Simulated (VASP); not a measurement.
Energy against volume of KBr (rock salt). Calculation: PBE GGA with D4 dispersion, VASP's PBE PAW potentials (set 64) (plane waves; VASP 6.6.1). Settings: 520 eV cut-off, 7×7×7 Γ-centred mesh, Gaussian smearing of 0.050 eV, potentials K_sv Br.

| V (Å³/atom) | E (eV/atom) |
|---|---|
| 34.028 | -3.22217 |
| 35.114 | -3.22767 |
| 36.200 | -3.22948 |
| 37.286 | -3.22821 |

Q: Fit these four points and predict the energy of the run at 38.372 Å³/atom.

A: A cubic in V^(−2/3), the third-order Birch-Murnaghan form, passes through the four points with V0 = 36.26 Å³/atom and B0 = 15 GPa, and gives -3.2244 eV/atom there. The run gave -3.2243 eV/atom, +0.0 meV/atom from the fit; all five points give B0 = 15 GPa.

The compound is KBr in the rock salt structure. It was relaxed first.
